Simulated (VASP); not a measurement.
Crystal: ZnCd2SeS2.

```
Zn Cd Se S
1.0
     6.20201   -3.66035    0.17354
     6.15863    3.58578    0.13479
     0.16913   -0.03653    6.76194
Zn Cd Se S
2 4 2 4
Direct
  0.83807 0.17133 0.49666
  0.15640 0.83302 0.98544
  0.16546 0.49799 0.51682
  0.49593 0.17506 0.00045
  0.50714 0.83689 0.52145
  0.82614 0.50985 0.00846
  0.16203 0.84331 0.35655
  0.86297 0.15165 0.85733
  0.52340 0.16715 0.38586
  0.84331 0.47030 0.37957
  0.17917 0.50595 0.88967
  0.47444 0.83290 0.89923
```

The cell was built by a generator and needn't be a form met in nature.

| Quantity | Value |
| --- | --- |
| Program | VASP 6.6.1 |
| Task | relaxation of cell and atoms |
| Functional | PBE |
| Potentials or basis | VASP PAW PBE potentials, release 64 (Zn, Cd, Se, S) |
| Cutoff | 520 eV |
| k mesh | 3 × 3 × 3 |
| Occupations | gaussian, width 0.05 eV |
| Spin | no spin polarisation |

At the start: pressure 0.1 GPa; volume 25.22 Å³/atom.

Problem. How do energy, volume and symmetry change on relaxing?

Solution. Over 17 steps the energy falls by 23.6 meV/atom and the volume is 25.18 Å³/atom (-0.2 %); space group Cmc2_1 (No. 36, to 0.05 Å).

The path:
```
step  energy change (eV)  largest force (eV/Å)  pressure (GPa)  volume (Å³)
   1              0.0000                1.0011            0.13       302.61
   2             -0.1792                0.4599           -0.24       303.48
   3             -0.2184                0.2817           -0.31       304.08
   4             -0.2499                0.2190            0.12       301.75
   5             -0.2581                0.2075            0.32       300.22
   6             -0.2586                0.2088            0.51       299.63
   7             -0.2722                0.1453           -0.13       302.88
   8             -0.2722                0.1437           -0.08       302.97
   9             -0.2764                0.0829           -0.02       302.57
  10             -0.2774                0.0702            0.02       302.32
  11             -0.2774                0.0760            0.06       302.26
  12             -0.2797                0.0850           -0.07       302.65
  13             -0.2806                0.0821           -0.13       303.04
  14             -0.2820                0.0452            0.02       302.03
  15             -0.2819                0.0446            0.17       301.49
  16             -0.2821                0.0450            0.09       301.81
  17             -0.2831                0.0269            0.02       302.16
```

Final structure:
```
Zn Cd Se S
1.0
     6.19333   -3.60183   -0.01087
     6.18752    3.58805   -0.00543
    -0.01029    0.00688    6.78886
Zn Cd Se S
2 4 2 4
Direct
  0.83172 0.17161 0.49148
  0.17448 0.82685 0.99165
  0.17244 0.49531 0.51006
  0.49874 0.16883 0.00983
  0.50805 0.83110 0.51091
  0.83318 0.50366 0.00956
  0.15427 0.84884 0.35891
  0.85172 0.14989 0.85892
  0.51987 0.16613 0.38876
  0.83700 0.48355 0.38877
  0.16754 0.51569 0.88901
  0.48547 0.83394 0.88963
```
